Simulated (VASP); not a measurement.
## The defect Pt_Cd in Na2CdCl4 (Pbam)

Wanted: what the defect Pt_Cd costs in Na2CdCl4 (Pbam) and how the lattice relaxes round it. The start is a computed cell from the Materials Project.

Method: PBEsol; plane waves and PAW (Na, Cd, Cl), in the first sound run; inputs show where later runs differ, in VASP 6.6.1.

### Step 1. The host crystal

The structure is orthorhombic, space group Pbam (No. 55). Conventional cell: a = 7.005 Å, b = 11.943 Å, c = 3.930 Å, α = 90.00°, β = 90.00°, γ = 90.00°. Na has 7 Cl at 2.81 to 3.44 Å nearest. Nearest to Cd lie 6 Cl at 2.60 to 2.67 Å. Cl has 2 Cd at 2.67 Å and 3 Na at 2.91 to 3.44 Å nearest. Cl has 1 Cd at 2.60 Å and 4 Na at 2.81 to 2.82 Å nearest. Farther neighbours and most contacts between anions are not listed.

As a file:

```xyz
14
Lattice="7.0048 0.0000 0.0000 0.0000 11.9426 0.0000 0.0000 0.0000 3.9302" Properties=species:S:1:pos:R:3 pbc="T T T"
Na    0.6166    8.1630    1.9651
Na    6.3882    3.7796    1.9651
Na    2.8858    2.1917    1.9651
Na    4.1190    9.7509    1.9651
Cd    3.5024    5.9713    0.0000
Cd    0.0000    0.0000    0.0000
Cl    5.2394    6.4949    1.9651
Cl    1.7654    5.4477    1.9651
Cl    0.8822    2.4407    0.0000
Cl    6.1226    9.5019    0.0000
Cl    4.3846    3.5306    0.0000
Cl    2.6202    8.4120    0.0000
Cl    1.7370   11.4190    1.9651
Cl    5.2678    0.5236    1.9651
```

### Step 2. The host at zero pressure

First cell and atoms are relaxed at a raised cutoff, so that later runs start from this functional's own cell.

Input file INCAR:

```
SYSTEM = Na2CdCl4
PREC = Normal
ENCUT = 360
EDIFF = 1E-05
NELM = 120
ISMEAR = 0
SIGMA = 0.05
LREAL = Auto
ALGO = Fast
GGA = PS
NBANDS = 56
LORBIT = 11
LWAVE = .FALSE.
LCHARG = .FALSE.
KPAR = 2
NCORE = 2
IBRION = 2
NSW = 40
ISIF = 3
EDIFFG = -0.03
POTIM = 0.4
```

Input file POSCAR:

```
Na2CdCl4
1.0
    7.0048088000      0.0000000000      0.0000000000
    0.0000000000     11.9425902000      0.0000000000
    0.0000000000      0.0000000000      3.9301640000
Na Cd Cl
4 2 8
Direct
    0.0880213800      0.6835188900      0.5000000000
    0.9119786200      0.3164811100      0.5000000000
    0.4119786200      0.1835188900      0.5000000000
    0.5880213800      0.8164811100      0.5000000000
    0.5000000000      0.5000000000      0.0000000000
    0.0000000000      0.0000000000      0.0000000000
    0.7479776700      0.5438460200      0.5000000000
    0.2520223300      0.4561539800      0.5000000000
    0.1259451700      0.2043722900      0.0000000000
    0.8740548300      0.7956277100      0.0000000000
    0.6259451700      0.2956277100      0.0000000000
    0.3740548300      0.7043722900      0.0000000000
    0.2479776700      0.9561539800      0.5000000000
    0.7520223300      0.0438460200      0.5000000000
```

Input file KPOINTS:

```
Automatic mesh
0
Gamma
2 2 4
0 0 0
```

PAW data sets: Na, Cd and Cl (PBE family, release 64).

Command:

```
$ mpirun -np 4 vasp_std
```

The log of the run:

```text
[banner, memory and clock lines left out]
running    4 mpi-ranks, on    1 nodes
 distrk:  each k-point on    2 cores,    2 groups
 distr:  one band on    2 cores,    1 groups

 POSCAR found type information on POSCAR NaCdCl
 POSCAR found :  3 types and      14 ions
|                                                                             |
|               ----> ADVICE to this user running VASP <----                  |
|                                                                             |
|     You enforced a specific xc type in the INCAR file but a different       |
|     [... a line on the potential file left out ...]
|     I HOPE YOU KNOW WHAT YOU ARE DOING!                                     |
|                                                                             |

 LDA part: xc-table for (Slater+PW92), standard interpolation
 POSCAR, INCAR and KPOINTS ok, starting setup
 FFT: planning ... GRIDC
 FFT: planning ... GRID_SOFT
 FFT: planning ... GRID
 WAVECAR not read
 entering main loop
       N       E                     dE             d eps       ncg     rms          rms(c)
DAV:   1     0.531833713337E+03    0.53183E+03   -0.29379E+04  1352   0.960E+02
DAV:   2     0.752867795666E+01   -0.52431E+03   -0.50719E+03  1656   0.249E+02
DAV:   3    -0.454854154215E+02   -0.53014E+02   -0.52614E+02  1568   0.829E+01
DAV:   4    -0.471160582294E+02   -0.16306E+01   -0.16265E+01  1672   0.164E+01
DAV:   5    -0.471790575687E+02   -0.62999E-01   -0.62981E-01  1648   0.314E+00    0.111E+01
RMM:   6    -0.451810479921E+02    0.19980E+01   -0.37798E+00  1344   0.623E+00    0.979E+00
RMM:   7    -0.450169659972E+02    0.16408E+00   -0.16223E+00  1344   0.350E+00    0.464E+00
RMM:   8    -0.450126070797E+02    0.43589E-02   -0.10014E-01  1347   0.148E+00    0.160E+00
RMM:   9    -0.450186747309E+02   -0.60677E-02   -0.46336E-02  1362   0.923E-01    0.286E-01
RMM:  10    -0.450204387827E+02   -0.17641E-02   -0.15999E-02  1742   0.436E-01    0.160E-01
RMM:  11    -0.450213834304E+02   -0.94465E-03   -0.32840E-03  1344   0.239E-01    0.127E-01
RMM:  12    -0.450213953701E+02   -0.11940E-04   -0.76650E-04  1350   0.121E-01    0.232E-02
RMM:  13    -0.450214373913E+02   -0.42021E-04   -0.15712E-04  1301   0.420E-02    0.186E-02
RMM:  14    -0.450214565746E+02   -0.19183E-04   -0.35962E-05   987   0.214E-02    0.634E-03
RMM:  15    -0.450214617305E+02   -0.51559E-05   -0.12402E-05   862   0.130E-02
   1 F= -.45021462E+02 E0= -.45021462E+02  d E =-.450215E+02
 curvature:   0.00 expect dE= 0.000E+00 dE for cont linesearch  0.000E+00
 trial: gam= 0.00000 g(F)=  0.201E-02 g(S)=  0.296E-01 ort = 0.000E+00 (trialstep = 0.100E+01)
 search vector abs. value=  0.316E-01
 bond charge predicted
       N       E                     dE             d eps       ncg     rms          rms(c)
DAV:   1    -0.451966760907E+02   -0.17522E+00   -0.33641E+00  1544   0.945E+00    0.268E+00
RMM:   2    -0.450563822471E+02    0.14029E+00   -0.30828E-01  1344   0.264E+00    0.104E+00
RMM:   3    -0.450416409921E+02    0.14741E-01   -0.10875E-01  1348   0.117E+00    0.628E-01
RMM:   4    -0.450421015065E+02   -0.46051E-03   -0.17177E-02  1388   0.496E-01    0.340E-01
RMM:   5    -0.450424175997E+02   -0.31609E-03   -0.68374E-03  1552   0.296E-01    0.871E-02
RMM:   6    -0.450424658370E+02   -0.48237E-04   -0.58009E-04  1464   0.916E-02    0.502E-02
RMM:   7    -0.450424665678E+02   -0.73080E-06   -0.93367E-05  1246   0.414E-02
   2 F= -.45042467E+02 E0= -.45042467E+02  d E =-.210048E-01
[...]
3 F= -.45044425E+02 E0= -.45044425E+02  d E =-.229635E-01
[...]
4 F= -.45044840E+02 E0= -.45044840E+02  d E =-.233784E-01
[...]
5 F= -.45044842E+02 E0= -.45044842E+02  d E =-.233803E-01
[...]
6 F= -.45045500E+02 E0= -.45045500E+02  d E =-.658434E-03
 ZBRENT: can't locate minimum, use default step
 trial-energy change:   -0.000658  1 .order   -0.000670   -0.000689   -0.000650
 step:   4.3562(harm= 19.3919)  dis= 0.00672  next Energy=   -45.050975 (dE=-0.613E-02)
 bond charge predicted
       N       E                     dE             d eps       ncg     rms          rms(c)
DAV:   1    -0.450500504877E+02   -0.45521E-02   -0.51894E-01  1360   0.275E+00    0.600E-01
RMM:   2    -0.450469192192E+02    0.31313E-02   -0.27320E-02  1346   0.762E-01    0.159E-01
RMM:   3    -0.450466663274E+02    0.25289E-03   -0.78762E-03  1362   0.347E-01    0.121E-01
RMM:   4    -0.450467202304E+02   -0.53903E-04   -0.11900E-03  1402   0.144E-01    0.817E-02
RMM:   5    -0.450467265729E+02   -0.63425E-05   -0.35421E-04  1368   0.687E-02    0.511E-02
RMM:   6    -0.450467480352E+02   -0.21462E-04   -0.14498E-04  1349   0.375E-02    0.176E-02
RMM:   7    -0.450467401441E+02    0.78911E-05   -0.57202E-05  1147   0.238E-02
   7 F= -.45046740E+02 E0= -.45046740E+02  d E =-.189814E-02
 curvature:  -3.22 expect dE=-0.193E-03 dE for cont linesearch -0.980E-04
 trial: gam=-0.12818 g(F)=  0.360E-04 g(S)=  0.239E-04 ort = 0.140E-03 (trialstep = 0.174E+01)
 search vector abs. value=  0.345E-04
 reached required accuracy - stopping structural energy minimisation
```

Elapsed: 3.8 min, on 4 MPI ranks of AMD EPYC 7R43, shared host; peak memory 0.67 GiB; 15 min of CPU time.

Lines that name or quote the potential files are left out of all logs, and their timing lines are given in words.

Parts of OUTCAR (step 2):

```text
ion  position               nearest neighbor table
   1  0.088  0.684  0.500-  10 2.81  10 2.81  12 2.82  12 2.82   7 2.91   8 2.95   4 3.85   4 3.85

  LATTYP: Found a simple orthorhombic cell.
 ALAT       =     3.9301640000
 B/A-ratio  =     1.7823197200
 C/A-ratio  =     3.0387002171

 Subroutine GETGRP returns: Found  8 space group operations
 (whereof  4 operations were pure point group operations)

The static configuration has the point symmetry C_2h.
 The point group associated with its full space group is D_2h.

 Found     12 irreducible k-points:

   k-points           NKPTS =     12   k-points in BZ     NKDIM =     12   number of bands    NBANDS=     56

   dimension x,y,z NGX =    36 NGY =   56 NGZ =   18
   dimension x,y,z NGXF=    72 NGYF=  112 NGZF=   36

   ENCUT  =  360.0 eV  26.46 Ry    5.14 a.u.  10.84 18.48  6.08*2*pi/ulx,y,z

   NELECT =      84.0000    total number of electrons

 k-points in reciprocal lattice and weights: Automatic mesh
   0.00000000  0.00000000  0.00000000       0.062
   0.50000000  0.00000000  0.00000000       0.062
   0.00000000  0.50000000  0.00000000       0.062
   0.50000000  0.50000000  0.00000000       0.062
   0.00000000  0.00000000  0.25000000       0.125
   0.50000000  0.00000000  0.25000000       0.125
   0.00000000  0.50000000  0.25000000       0.125
   0.50000000  0.50000000  0.25000000       0.125
   0.00000000  0.00000000  0.50000000       0.062
   0.50000000  0.00000000  0.50000000       0.062
   0.00000000  0.50000000  0.50000000       0.062
   0.50000000  0.50000000  0.50000000       0.062

 average (electrostatic) potential at core
       1 -40.6062       2 -40.6062       3 -40.6062       4 -40.6062       5 -39.1659
       6 -39.1659       7 -93.5812       8 -93.5812       9 -93.5025      10 -93.5025
      11 -93.5025      12 -93.5025      13 -93.5812      14 -93.5812

 E-fermi :   0.2562

 k-point     1 :       0.0000    0.0000    0.0000
  band No.  band energies     occupation
    ...
     38      -0.3564      2.00000
     39      -0.3090      2.00000
     40      -0.1503      2.00000
     41      -0.1074      2.00000
     42      -0.0286      2.00000
     43       3.6465      0.00000
     44       4.7668      0.00000
     45       6.2802      0.00000
     46       6.6763      0.00000
     47       6.7654      0.00000
    ...

 k-point     2 :       0.5000    0.0000    0.0000
  band No.  band energies     occupation
    ...
     38      -0.5372      2.00000
     39      -0.2116      2.00000
     40      -0.2116      2.00000
     41      -0.0525      2.00000
     42      -0.0525      2.00000
     43       4.6060      0.00000
     44       4.6060      0.00000
     45       6.2641      0.00000
     46       6.2641      0.00000
     47       6.7208      0.00000
    ...

 k-point     3 :       0.0000    0.5000    0.0000
  band No.  band energies     occupation
    ...
     38      -0.4482      2.00000
     39      -0.3438      2.00000
     40      -0.3438      2.00000
     41      -0.1277      2.00000
     42      -0.1277      2.00000
     43       4.1921      0.00000
     44       4.1921      0.00000
     45       6.4429      0.00000
     46       6.4429      0.00000
     47       6.9667      0.00000
    ...

  Total        0.0151085     -0.0833219      0.0385058      0.0000000      0.0000000      0.0000000
  in kB        0.0755939     -0.4168942      0.1926604      0.0000000      0.0000000      0.0000000
  external PRESSURE =      -0.0495466 kB  Pullay stress =       0.0000000 kB

  energy-cutoff  :      360.00
  volume of cell :      320.22
      direct lattice vectors                 reciprocal lattice vectors
     6.937349564  0.000000000  0.000000000     0.144147270 -0.000000000  0.000000000
     0.000000000 11.837557362  0.000000000    -0.000000000  0.084476887  0.000000000
     0.000000000  0.000000000  3.899314733     0.000000000  0.000000000  0.256455318

 POSITION                                       TOTAL-FORCE (eV/Angst)
 -----------------------------------------------------------------------------------
      0.61237      8.08950      1.94966         0.004895     -0.006420      0.000000
      6.32497      3.74806      1.94966        -0.004895      0.006420      0.000000
      2.85630      2.17072      1.94966        -0.004895     -0.006420      0.000000
      4.08105      9.66684      1.94966         0.004895      0.006420      0.000000
      3.46867      5.91878      0.00000        -0.000000      0.000000      0.000000
      0.00000      0.00000      0.00000        -0.000000      0.000000      0.000000
      5.19101      6.43777      1.94966         0.009045      0.002119     -0.000000
      1.74634      5.39979      1.94966        -0.009045     -0.002119      0.000000
      0.87500      2.42228      0.00000         0.001632      0.008882     -0.000000
      6.06235      9.41528      0.00000        -0.001632     -0.008882      0.000000
      4.34367      3.49650      0.00000         0.001632     -0.008882     -0.000000
      2.59368      8.34106      0.00000        -0.001632      0.008882      0.000000
      1.72233     11.31857      1.94966         0.009045     -0.002119     -0.000000
      5.21502      0.51899      1.94966        -0.009045      0.002119      0.000000
 -----------------------------------------------------------------------------------
    total drift:                               -0.000000      0.000000      0.000000

  FREE ENERGIE OF THE ION-ELECTRON SYSTEM (eV)
  ---------------------------------------------------
  free  energy   TOTEN  =       -45.0467401441 eV

  energy  without entropy=      -45.0467401441  energy(sigma->0) =      -45.04674014

 reached required accuracy - stopping structural energy minimisation

 total charge
# of ion       s       p       d       tot
------------------------------------------
    1        0.040   0.032   0.000   0.072
    2        0.040   0.032   0.000   0.072
    3        0.040   0.032   0.000   0.072
    4        0.040   0.032   0.000   0.072
    5        0.335   0.252   9.608  10.195
    6        0.335   0.252   9.608  10.195
    7        1.587   3.508   0.000   5.095
    8        1.587   3.508   0.000   5.095
    9        1.583   3.537   0.000   5.120
   10        1.583   3.537   0.000   5.120
   11        1.583   3.537   0.000   5.120
   12        1.583   3.537   0.000   5.120
   13        1.587   3.508   0.000   5.095
   14        1.587   3.508   0.000   5.095
--------------------------------------------------
tot         13.511  28.811  19.215  61.537

[... 3 further parts left out ...]
```

CONTCAR:

```
Na2CdCl4
   1.00000000000000
     6.9373495641259346    0.0000000000000000    0.0000000000000000
     0.0000000000000000   11.8375573620939036    0.0000000000000000
     0.0000000000000000    0.0000000000000000    3.8993147328624560
  Na              Cd              Cl
     4     2     8
Direct
     0.0882721412681373    0.6833758371313144    0.5000000000000000
     0.9117278587318629    0.3166241628686854    0.5000000000000000
     0.4117278587318627    0.1833758371313146    0.5000000000000000
     0.5882721412681371    0.8166241628686856    0.5000000000000000
     0.5000000000000000    0.5000000000000000    0.0000000000000000
     0.0000000000000000    0.0000000000000000    0.0000000000000000
     0.7482696535826050    0.5438426545169595    0.5000000000000000
     0.2517303464173950    0.4561573454830405    0.5000000000000000
     0.1261284663454634    0.2046266137661692    0.0000000000000000
     0.8738715336545366    0.7953733862338308    0.0000000000000000
     0.6261284663454634    0.2953733862338308    0.0000000000000000
     0.3738715336545366    0.7046266137661692    0.0000000000000000
     0.2482696535826050    0.9561573454830405    0.5000000000000000
     0.7517303464173950    0.0438426545169595    0.5000000000000000
```

The gap is read on the k-mesh alone, so it is an upper bound where the band edges lie off the mesh. The PAW data sets were made with PBE, which is usual practice but a small mismatch for other functionals. The data set Na keeps the semicore shell frozen, which is cheaper and a little less accurate. The run keeps the 8 symmetry operations of its start, so it cannot find a distortion of lower symmetry.

Step by step:

| step | energy less that of the first step (eV) | largest force (eV/Å) | pressure (GPa) | volume (Å³) |
| --- | --- | --- | --- | --- |
| 1 | 0.0000 | 0.0920 | -0.92 | 328.78 |
| 2 | -0.0210 | 0.0122 | -0.35 | 323.66 |
| 3 | -0.0230 | 0.0637 | 0.08 | 320.37 |
| 4 | -0.0234 | 0.0474 | -0.02 | 321.25 |
| 5 | -0.0234 | 0.0437 | -0.03 | 321.40 |
| 6 | -0.0240 | 0.0388 | -0.05 | 321.11 |
| 7 | -0.0253 | 0.0093 | -0.01 | 320.22 |

| conventional cell, symmetrised | before | after | change |
| --- | --- | --- | --- |
| a (Å) | 7.005 | 6.937 | -1.0 % |
| b (Å) | 11.943 | 11.838 | -0.9 % |
| c (Å) | 3.930 | 3.899 | -0.8 % |
| volume (Å³/atom) | 23.48 | 22.87 | -2.6 % |

The relaxed structure:

```xyz
14
Lattice="6.9373 0.0000 0.0000 0.0000 11.8376 0.0000 0.0000 0.0000 3.8993" Properties=species:S:1:pos:R:3 pbc="T T T"
Na    0.6124    8.0895    1.9497
Na    6.3250    3.7481    1.9497
Na    2.8563    2.1707    1.9497
Na    4.0810    9.6668    1.9497
Cd    3.4687    5.9188    0.0000
Cd    0.0000    0.0000    0.0000
Cl    5.1910    6.4378    1.9497
Cl    1.7463    5.3998    1.9497
Cl    0.8750    2.4223    0.0000
Cl    6.0624    9.4153    0.0000
Cl    4.3437    3.4965    0.0000
Cl    2.5937    8.3411    0.0000
Cl    1.7223   11.3186    1.9497
Cl    5.2150    0.5190    1.9497
```

A gap read on the k-mesh alone can miss the band edges.

Numbers from this step:

```
electronic cycles                               : 51
electrons                                       : 84
free energy (TOTEN)                             : -45.05 eV
Fermi energy                                    : 0.2562 eV
labelled metallic, from the levels on this mesh : no
gap on the k-mesh                               : 3.675 eV
least direct gap on the k-mesh                  : 3.675 eV
```

The run ended after 7 ionic steps, 0.025 eV below its first step, once forces and stress met EDIFFG = -0.03.

(Continued in part 2 of 6.)

[Lines on the potential files, build, host, timing and source positions are cut from VASP's logs without a mark.]

[Logs are printed without paths, hosts, clocks, repeated set-up lines and the standing remarks that a program may print on its own settings, such as how far it seeks lower states.]

[Hosts, paths, dates, database ids (printed as entryN), source tags and the programs' standing remarks are cut or masked in the printed files.]

[In band tables of VASP the shares of atoms and orbitals are scaled to a sum of 1 inside the atoms' spheres.]

[Runs that stopped without an error message from VASP are left out.]
